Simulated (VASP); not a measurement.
# NiSb (Breithauptite) with r2SCAN + rVV10: from relaxation to properties, part 7 of 11

What structure does NiSb (Breithauptite) take at this level, and what are its properties? The start is a cell from a database of measured crystal structures.

VASP 6.6.1, plane waves and PAW; the level of theory is named at each step.

Still holding for the runs below: This run allows spin, but its moments start at zero, where symmetry between the spins tends to hold them, which is where the search above led. The k-mesh is coarse for a metal.

So far. Step 7 (The orders side by side): All patterns lost their moments. Runs that ended non-magnetic differ by up to 6.1 meV an atom among themselves, which can come from the unlike meshes of the cells or from a run that isn't fully settled. The session goes on with moments started at or near zero. Step 8 (Relaxing cell and atoms (r2SCAN + rVV10)): It ends with forces that vanish by symmetry and a pressure of -0.03 GPa. The relaxed cell has a = 3.916, c = 5.109 Å (conventional setting).

The database entry behind the starting cell differs from later determinations by our own check (c about 0.3 % short), so it need not match the best structure at ambient conditions.

## Step 9: Density, ELF and potential (r2SCAN + rVV10)

Level of this step: r2SCAN with rVV10, zero-moment start; plane waves and PAW (Ni, Sb) (VASP).

A single point on the relaxed cell gives a clean self-consistent state, with density, ELF and potential written out.

INCAR reads:

```
SYSTEM = NiSb
PREC = Accurate
ENCUT = 400
EDIFF = 1E-06
NELM = 100
ISMEAR = 0
SIGMA = 0.05
LREAL = .FALSE.
ALGO = Normal
METAGGA = R2SCAN
LUSE_VDW = .TRUE.
IVDW_NL = 2
BPARAM = 11.95
CPARAM = 0.0093
LASPH = .TRUE.
NBANDS = 23
ISPIN = 2
MAGMOM = -0 -0 -0 -0
LMAXMIX = 4
LORBIT = 11
LWAVE = .FALSE.
LCHARG = .TRUE.
ISIF = 2
LELF = .TRUE.
LVHAR = .TRUE.
```

POSCAR reads:

```
NiSb
1.0
    3.9163346526      0.0000000000      0.0000000000
   -1.9581673263      3.3916452989      0.0000000000
    0.0000000000      0.0000000000      5.1088173777
Ni Sb
2 2
Direct
    0.0000000000      0.0000000000      0.0000000000
    0.0000000000      0.0000000000      0.5000000000
    0.3333333333      0.6666666667      0.2500000000
    0.6666666667      0.3333333333      0.7500000000
```

KPOINTS reads:

```
Automatic mesh
0
Gamma
7 7 5
0 0 0
```

The projector-augmented-wave data sets are Ni and Sb (PBE family, release 64).

Launch:

```
$ mpirun -np 8 vasp_std
```

The log of the run:

```text
[banner, memory and clock lines left out]
running    8 mpi-ranks, on    1 nodes
 distrk:  each k-point on    8 cores,    1 groups
 distr:  one band on    1 cores,    8 groups

 POSCAR found type information on POSCAR NiSb
 POSCAR found :  2 types and       4 ions
 [... a notice as in an earlier step ...]

 [... a notice as in an earlier step ...]

 [... a notice as in an earlier step ...]

 LDA part: xc-table for (None), standard interpolation
|                                                                             |
|           W    W    AA    RRRRR   N    N  II  N    N   GGGG   !!!           |
|           W    W   A  A   R    R  NN   N  II  NN   N  G    G  !!!           |
|           W    W  A    A  R    R  N N  N  II  N N  N  G       !!!           |
|           W WW W  AAAAAA  RRRRR   N  N N  II  N  N N  G  GGG   !            |
|           WW  WW  A    A  R   R   N   NN  II  N   NN  G    G                |
|           W    W  A    A  R    R  N    N  II  N    N   GGGG   !!!           |
|                                                                             |
|     The number of bands has been changed from the values supplied in        |
|     The orbitals not found in the WAVECAR file will be initialized with     |
|     random numbers, which is usually adequate. For correlated               |
|     calculations, however, you should redo the groundstate calculation.     |
|     I found NBANDS = 23. Now, NBANDS = 24.                                  |
|                                                                             |

 POSCAR, INCAR and KPOINTS ok, starting setup
 FFT: planning ... GRIDC
 FFT: planning ... GRID_SOFT
 FFT: planning ... GRID
 WAVECAR not read
 entering main loop
       N       E                     dE             d eps       ncg     rms          rms(c)
Total rVV10 correction in eV:      0.7705156    41.0182314
DAV:   1     0.973639218550E+02    0.97364E+02   -0.10566E+04  2320   0.108E+03
DAV:   2    -0.724302328916E+02   -0.16979E+03   -0.16020E+03  2456   0.255E+02
DAV:   3    -0.803240826953E+02   -0.78938E+01   -0.77605E+01  2800   0.694E+01
DAV:   4    -0.804699813458E+02   -0.14590E+00   -0.14582E+00  2696   0.914E+00
DAV:   5    -0.804751802167E+02   -0.51989E-02   -0.51986E-02  3056   0.172E+00    0.131E+01
Total rVV10 correction in eV:      0.7342271    41.0182334
DAV:   6    -0.794695265090E+02    0.10057E+01   -0.26952E+01  2608   0.913E+01    0.175E+01
Total rVV10 correction in eV:      0.7491936    41.0182339
DAV:   7    -0.755582256908E+02    0.39113E+01   -0.81226E+00  2736   0.580E+01    0.370E+00
Total rVV10 correction in eV:      0.7472525    41.0182335
DAV:   8    -0.756729035316E+02   -0.11468E+00   -0.10137E+00  3304   0.119E+01    0.295E+00
Total rVV10 correction in eV:      0.7437223    41.0182335
DAV:   9    -0.756160116966E+02    0.56892E-01   -0.16560E-01  2840   0.677E+00    0.553E-01
Total rVV10 correction in eV:      0.7441591    41.0182335
DAV:  10    -0.756160746250E+02   -0.62928E-04   -0.86205E-03  3496   0.874E-01    0.286E-01
Total rVV10 correction in eV:      0.7450401    41.0182335
DAV:  11    -0.756161763428E+02   -0.10172E-03   -0.13015E-03  3096   0.335E-01    0.993E-02
Total rVV10 correction in eV:      0.7450094    41.0182335
DAV:  12    -0.756161813031E+02   -0.49603E-05   -0.29367E-04  2936   0.277E-01    0.525E-02
Total rVV10 correction in eV:      0.7450010    41.0182335
DAV:  13    -0.756161715341E+02    0.97690E-05   -0.29812E-05  2592   0.535E-02    0.350E-02
Total rVV10 correction in eV:      0.7449948    41.0182335
DAV:  14    -0.756161577414E+02    0.13793E-04   -0.95350E-06  3240   0.507E-02    0.155E-02
Total rVV10 correction in eV:      0.7450152    41.0182335
DAV:  15    -0.756161573866E+02    0.35477E-06   -0.19633E-06  1688   0.170E-02
Total rVV10 correction in eV:      0.7450445    41.0182335
Total rVV10 correction in eV:      0.7450260    41.0182335
   1 F= -.75616157E+02 E0= -.75615471E+02  d E =-.137201E-02  mag=    -0.0000
```

Elapsed: 53 s, on 8 MPI ranks of Intel Xeon Platinum 8488C (Sapphire Rapids), shared host; peak memory 1.2 GiB.

OUTCAR, selected parts (step 9):

```text
   k-points           NKPTS =     24   k-points in BZ     NKDIM =     24   number of bands    NBANDS=     24

   ENCUT  =  400.0 eV  29.40 Ry    5.42 a.u.   6.39  6.39  8.33*2*pi/ulx,y,z

   NELECT =      30.0000    total number of electrons

 E-fermi :  10.0675

 spin component 1
 k-point     1 :       0.0000    0.0000    0.0000
  band No.  band energies     occupation
    ...
      9       7.8236      1.00000
     10       7.8238      1.00000
     11       8.6545      1.00000
     12       8.6545      1.00000
     13      10.0013      0.96946
     14      10.6565      0.00000
     15      10.6565      0.00000
     16      12.6717      0.00000
     17      12.6718      0.00000
     18      13.6318      0.00000
    ...

 k-point     2 :       0.1429   -0.0000    0.0000
  band No.  band energies     occupation
    ...
     11       8.6347      1.00000
     12       8.6548      1.00000
     13       9.1649      1.00000
     14       9.8497      1.00000
     15       9.9127      0.99999
     16      11.8558      0.00000
     17      13.3890      0.00000
     18      13.9019      0.00000
     19      15.1496      0.00000
     20      16.0854      0.00000
    ...

  Total       -0.0083768     -0.0083768      0.0524935      0.0000000     -0.0000000      0.0000000
  in kB       -0.1977786     -0.1977786      1.2393838      0.0000000     -0.0000000      0.0000000
  external PRESSURE =       0.2812755 kB  Pullay stress =       0.0000000 kB

 POSITION                                       TOTAL-FORCE (eV/Angst)
 -----------------------------------------------------------------------------------
      0.00000      0.00000      0.00000         0.000000     -0.000000      0.000000
      0.00000      0.00000      2.55441         0.000000     -0.000000      0.000000
     -0.00000      2.26110      1.27720         0.000000      0.000000     -0.000000
      1.95817      1.13055      3.83161        -0.000000      0.000000     -0.000000
 -----------------------------------------------------------------------------------
    total drift:                               -0.000000      0.000000      0.000000

  FREE ENERGIE OF THE ION-ELECTRON SYSTEM (eV)
  ---------------------------------------------------
  free  energy   TOTEN  =       -75.6161573866 eV

  energy  without entropy=      -75.6147853750  energy(sigma->0) =      -75.61547138

 magnetization (x)
# of ion       s       p       d       tot
------------------------------------------
    1       -0.000   0.000  -0.000  -0.000
    2       -0.000   0.000  -0.000  -0.000
    3        0.000  -0.000  -0.000  -0.000
    4        0.000  -0.000  -0.000  -0.000
--------------------------------------------------
tot         -0.000   0.000  -0.000  -0.000

[... 4 parts as in an earlier step ...]

[... 11 further parts left out ...]
```

With spin, VASP writes an ELF for each channel.

Numbers from this step:

```yaml
scf_cycles: 15
bands: 24
free_energy_toten: -75.6162 eV
energy_at_zero_smearing: -75.6155 eV
pressure: 0.02813 GPa
```

Valence electrons inside each PAW sphere by angular momentum. Sphere charges, by row:

```csv
atom,s (e),p (e),d (e),tot (e)
Ni1,0.463,0.517,8.476,9.456
Ni2,0.463,0.517,8.476,9.456
Sb3,1.107,1.241,0.08,2.428
Sb4,1.107,1.241,0.08,2.428
```

Valence density in the ac plane at fractional y = 0.000, with atoms of Ni within 0.2 Å of it. It is the smooth field of the valence electrons, not physical close to the nuclei.

Values in e/Å³, 18 rows by 14 columns, each cell a mean:
```
10  7  2  1  0  0  0  0  0  0  0  1  3  8
 4  3  1  0  0  0  0  0  0  0  0  0  1  3
 1  1  0  0  0  0  0  0  0  0  0  0  0  1
 0  0  0  0  0  0  0  0  0  0  0  0  0  0
 0  0  0  0  0  0  0  0  0  0  0  0  0  0
 1  0  0  0  0  0  0  0  0  0  0  0  0  1
 3  2  1  0  0  0  0  0  0  0  0  0  1  2
 9  6  2  0  0  0  0  0  0  0  0  1  3  7
13  9  3  1  0  0  0  0  0  0  0  1  4 10
10  7  2  1  0  0  0  0  0  0  0  1  3  8
 4  3  1  0  0  0  0  0  0  0  0  0  1  3
 1  1  0  0  0  0  0  0  0  0  0  0  0  1
 0  0  0  0  0  0  0  0  0  0  0  0  0  0
 0  0  0  0  0  0  0  0  0  0  0  0  0  0
 1  0  0  0  0  0  0  0  0  0  0  0  0  1
 3  2  1  0  0  0  0  0  0  0  0  0  1  2
 9  6  2  0  0  0  0  0  0  0  0  1  3  7
13  9  3  1  0  0  0  0  0  0  0  1  4 10
```
Columns run along a (3.9 Å), rows up along c (5.1 Å). Atoms in or near the plane, at fractional coordinates: Ni at (0.00, 0.00), Ni at (0.00, 0.50).

ELF of down spins in the ac plane at fractional y = 0.000, with atoms of Ni within 0.2 Å of it. It is the smooth field of the valence electrons, not physical close to the nuclei.

Ten even steps from '_' (0.00) to '@' (0.62), each cell a mean:
```
____..--==++******++----..__
__..::--++########**==--::__
::----==##%%@@@@@@%%**==--::
----==**%%@@@@@@@@@@%%**==--
====++**%%@@@@@@@@@@%%**====
------++##@@@@@@@@%%##==----
....--==**##%%%%%%##++--::..
____..--==********++==--..__
____..----++++++++==--::____
____..--==++******++----..__
__..::--++########**==--::__
::----==##%%@@@@@@%%**==--::
----==**%%@@@@@@@@@@%%**==--
====++**%%@@@@@@@@@@%%**====
------++##@@@@@@@@%%##==----
....--==**##%%%%%%##++--::..
____..--==********++==--..__
____..----++++++++==--::____
```
Columns run along a (3.9 Å), rows up along c (5.1 Å). Atoms in or near the plane, at fractional coordinates: Ni at (0.00, 0.00), Ni at (0.00, 0.50).

Electrostatic potential energy in the ac plane at fractional y = 0.000, with atoms of Ni within 0.2 Å of it. With pseudopotentials it is smooth inside the atoms' cores, unlike the true potential.

Ten even steps from '0' (-91 eV) to '9' (1 eV), each cell a mean:
```
02699999999851
45899999999975
88999999999998
99999999999999
99999999999999
89999999999999
67899999999986
13799999999852
01589999999840
02699999999851
45899999999975
88999999999998
99999999999999
99999999999999
89999999999999
67899999999986
13799999999852
01589999999840
```
Columns run along a (3.9 Å; values clipped at the 3rd and 97th percentile), rows up along c (5.1 Å). Atoms in or near the plane, at fractional coordinates: Ni at (0.00, 0.00), Ni at (0.00, 0.50).

In this run the pressure is 0.03 GPa, small enough to go on; single stress components reach 0.12 GPa.

(Part 7 of 11 ends here.)

[Lines on the potential files, build, host, timing and source positions are cut from VASP's logs without a mark.]

[Logs are printed without paths, hosts, clocks, repeated set-up lines and the standing remarks that a program may print on its own settings, such as how far it seeks lower states.]

[Hosts, paths, dates, database ids (printed as entryN), source tags and the programs' standing remarks are cut or masked in the printed files.]

[A measured line is paired with the nearest computed mode of its activity, which favours agreement.]

[In band tables of VASP the shares of atoms and orbitals are scaled to a sum of 1 inside the atoms' spheres.]
